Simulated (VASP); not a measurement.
Here is the system:

```yaml
crystal:
  lattice:
    - [4.85897, 0.00000, 0.00000]
    - [0.00000, 4.85897, 0.00000]
    - [0.00000, 0.00000, 3.22424]
  atoms:
    - { symbol: Hf, position: [0.00000, 0.00000, 0.00000] }
    - { symbol: Hf, position: [0.50000, 0.50000, 0.50000] }
    - { symbol: O, position: [0.19469, 0.80531, 0.50000] }
    - { symbol: O, position: [0.80531, 0.19469, 0.50000] }
    - { symbol: O, position: [0.69469, 0.69469, 0.00000] }
    - { symbol: O, position: [0.30531, 0.30531, 0.00000] }
```

Computed with modified Becke-Johnson potential (mBJ) with spin-orbit coupling, VASP's PBE PAW potentials (set 64) (plane waves; VASP 6.6.1). Settings: 500 eV cut-off, 4×4×6 Γ-centred mesh, Gaussian smearing of 0.050 eV, potentials Hf_pv O.

mBJ is a potential without an energy functional, so only the levels count.

### Question
Estimate the band gap (over mesh and band path) with the smallest direct gap where there is one.

### Answer

| Item | Value |
|---|---|
| band gap (over mesh and band path) | 5.55 eV |
| smallest direct gap (over mesh and band path) | 5.55 eV |

The absolute energy has meaning only against runs of the same code, potentials and settings.

The structure comes from a computed database's HfO2 entry (P4_2/mnm); how it stands against other phases isn't given here. It was relaxed first. The cell's shape comes from a PBE relaxation.
